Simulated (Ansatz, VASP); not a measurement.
# Pt (Pt wire along [110], 7 atoms a period) in two plane-wave programs, part 2 of 2

Wanted: the spread between two codes on one cell, functional and k mesh. Of the first pair: The structure shown is the start of the Ansatz relaxation below; VASP solves that cell, so the two are compared at the walk's first step.

VASP 6.6.1 and Ansatz 0.2.0.

So far. Step 4 (Comparison): The forces differ by 7.6 meV/Å r.m.s., which is 1.5 % of the r.m.s. force of 0.505 eV/Å (both taken over all components).

### 5. Ansatz: relaxation, PBE

Level of this step: Ansatz beside VASP: Kohn-Sham DFT, plane waves, PBE (Ansatz).

This run makes the geometry at which the two programs are then compared. The cell compared in this pair holds 351.16 Å³, against 375.32 Å³ for the pair before.

The structure compared here is the end of the Ansatz relaxation.

input.yaml reads:

```yaml
crystal:
  lattice:
    - [10.77, 0.0, 0.0]
    - [0.0, 12.414, 0.0]
    - [0.0, 0.0, 2.8072139213]
  atoms:
    - { symbol: Pt, position: [0.5, 0.72615014, 0.0] }
    - { symbol: Pt, position: [0.5, 0.500017232, 0.0] }
    - { symbol: Pt, position: [0.315691736, 0.386950778, 0.5] }
    - { symbol: Pt, position: [0.315691736, 0.613083686, 0.5] }
    - { symbol: Pt, position: [0.684308264, 0.386950778, 0.5] }
    - { symbol: Pt, position: [0.684308264, 0.613083686, 0.5] }
    - { symbol: Pt, position: [0.5, 0.273884324, 0.0] }
kpoints:
  mp_grid: { grid: [1, 1, 29] }
scf:
  occupations: { method: fermi_dirac, width: 0.05 }
hamiltonian:
  xc: pbe
  pseudopotentials: { kind: paw, azcp: { folder: soft_1 } }
relax:
  cell: { fix: [a, b, alpha, beta, gamma] }
  max_steps: 45
  f_tol: 0.03
```

Started as:

```console
$ ansatz run input.yaml --threads 4 --pin off --max-ram 16384MiB --backend cpu --events-out ev --progress --plain --runs-dir out
```

Numbers of over 12 decimals in the logs are rounded to 6 here.

Log:

```text
[...]
Crystal: 7 atoms, lattice volume = 375.321 Å³
Basis set: ecut = 420 eV, 7351 PW (Γ), exchange–correlation on 144×180×40 points (8 copies of the dense FFT grid, shifted against one another)
Bands: 76, of which v1, the nominal top of the filled ones, is band 63 counted from 1 (62 counted from 0)
Symmetry: 8 space group operations
[...]
k-points: 15 of 29
[...]
cell:  # Å, volume = 351.1620 Å³
    - [10.77, 0, 0]
    - [0, 12.414, 0]
    - [0, 0, 2.626516]
  atoms:
    - { symbol: Pt, position: [0.5, 0.721021, 0] }
    - { symbol: Pt, position: [0.5, 0.500017232, 0] }
    - { symbol: Pt, position: [0.315032, 0.389481, 0.5] }
    - { symbol: Pt, position: [0.315032, 0.610554, 0.5] }
    - { symbol: Pt, position: [0.684968, 0.389481, 0.5] }
    - { symbol: Pt, position: [0.684968, 0.610554, 0.5] }
    - { symbol: Pt, position: [0.5, 0.279014, 0] }
[key lines of the parts left out:]
SCF converged after 8 iterations
Free energy (F): -87665.603970 eV
Fermi energy:    3.109555 eV
P = ⅓ Tr σ = 0.0234 GPa (0.234 kbar)
```

### 6. VASP: single point, PBE, relaxed cell, pair 2

The same cell, functional, mesh and smearing now go to VASP, with its own data sets.

INCAR reads:

```
SYSTEM = Pt
PREC = Accurate
ENCUT = 500
EDIFF = 1E-06
NELM = 120
ISMEAR = -1
SIGMA = 0.05
LREAL = .FALSE.
ALGO = Normal
GGA = PE
NBANDS = 43
LASPH = .TRUE.
LORBIT = 11
LWAVE = .FALSE.
LCHARG = .FALSE.
ISIF = 2
GGA_COMPAT = .FALSE.
KPAR = 2
```

POSCAR reads:

```
Pt
1.0
   10.7700000000      0.0000000000      0.0000000000
    0.0000000000     12.4140000000      0.0000000000
    0.0000000000      0.0000000000      2.6265158800
Pt
7
Direct
    0.5000000000      0.7210205007      0.0000000000
    0.5000000000      0.5000172320      0.0000000000
    0.3150320181      0.3894809542      0.5000000000
    0.3150320181      0.6105535098      0.5000000000
    0.6849679819      0.3894809542      0.5000000000
    0.6849679819      0.6105535098      0.5000000000
    0.5000000000      0.2790139633      0.0000000000
```

KPOINTS reads:

```
Automatic mesh
0
Gamma
1 1 29
0 0 0
```

Potentials, in the order of the species: Pt (PBE family, release 64).

Started as:

```console
$ mpirun -np 2 vasp_std
```

Log:

```text
[... set-up lines as in an earlier step ...]
 entering main loop
       N       E                     dE             d eps       ncg     rms          rms(c)
DAV:   1     0.444797173645E+03    0.44480E+03   -0.28826E+04  1290   0.131E+03
DAV:   2    -0.214931284796E+01   -0.44695E+03   -0.42185E+03  1632   0.253E+02
DAV:   3    -0.361073361343E+02   -0.33958E+02   -0.31861E+02  1617   0.647E+01
DAV:   4    -0.375771462687E+02   -0.14698E+01   -0.14215E+01  1603   0.122E+01
[...]
DAV:  21    -0.353724110149E+02   -0.91892E-05   -0.23727E-06   952   0.876E-03    0.571E-03
DAV:  22    -0.353724127645E+02   -0.17496E-05   -0.40719E-07   813   0.424E-03    0.339E-03
DAV:  23    -0.353724128392E+02   -0.74734E-07   -0.95904E-08   738   0.182E-03
   1 F= -.35372413E+02 E0= -.35323812E+02  d E =-.972023E-01
```

Parts of OUTCAR (step 6):

```text
  Total       -0.0789122     -0.3070731     -0.1664084      0.0000000      0.0000000      0.0000000
  in kB       -0.3600372     -1.4010217     -0.7592388      0.0000000      0.0000000      0.0000000
  external PRESSURE =      -0.8400992 kB  Pullay stress =       0.0000000 kB

 POSITION                                       TOTAL-FORCE (eV/Angst)
 -----------------------------------------------------------------------------------
      5.38500      8.95075      0.00000         0.000000     -0.021269      0.000000
      5.38500      6.20721      0.00000         0.000000      0.000000      0.000000
      3.39289      4.83502      1.31326         0.007081      0.024223     -0.000000
      3.39289      7.57941      1.31326         0.007081     -0.024223      0.000000
      7.37711      4.83502      1.31326        -0.007081      0.024223      0.000000
      7.37711      7.57941      1.31326        -0.007081     -0.024223      0.000000
      5.38500      3.46368      0.00000         0.000000      0.021269      0.000000
 -----------------------------------------------------------------------------------
    total drift:                               -0.000000      0.000000     -0.000000

  FREE ENERGIE OF THE ION-ELECTRON SYSTEM (eV)
  ---------------------------------------------------
  free  energy   TOTEN  =       -35.3724128392 eV

  energy  without entropy=      -35.2752105405  energy(sigma->0) =      -35.32381169

[... 1 part as in an earlier step ...]

[... 2 further parts left out ...]
[key lines of the parts left out:]
E-fermi :  -0.5428
```

### 7. Comparison

What differs besides the data sets and the points named for the pairs above, as far as they apply: the data sets hold 126 valence electrons in Ansatz (on its PAW soft_1 files) and 70 in VASP; the cutoff is 420 eV in Ansatz and 500 eV in VASP; Ansatz's pressure holds a Pulay correction, VASP's none. Total energies have different zeros and are not compared.

The two programs side by side:

```csv
quantity,Ansatz,VASP,difference
pressure (GPa),0.02,-0.08,+0.11
```

At this near-relaxed geometry the largest component of a force difference is 23 meV/Å.

### 8. What came out

| Quantity | Value |
| --- | --- |
| r.m.s. force difference (single point, PBE, start cell, pair 1) | 1.5 % of the r.m.s. force |
| difference in pressure (single point, PBE, relaxed cell, pair 2) | 0.11 GPa |
| r.m.s. force difference (single point, PBE, relaxed cell, pair 2) | 10 meV/Å |

The r.m.s. force difference is 10 meV/Å (single point, PBE, relaxed cell, pair 2), within the 12 meV/Å picked in this series as the mark of a large difference. The data sets hold unlike numbers of valence electrons (126 in Ansatz and 70 in VASP), so part of the differences comes from the potentials. Such differences can come from data sets, numerical settings and the points named under the comparisons, not from the functional's error against experiment.

[Lines on the potential files, build, host, timing and source positions are cut from VASP's logs without a mark.]

[Logs are printed without paths, hosts, clocks, repeated set-up lines and the standing remarks that a program may print on its own settings, such as how far it seeks lower states.]

[Hosts, paths, dates, database ids (printed as entryN), source tags and the programs' standing remarks are cut or masked in the printed files.]
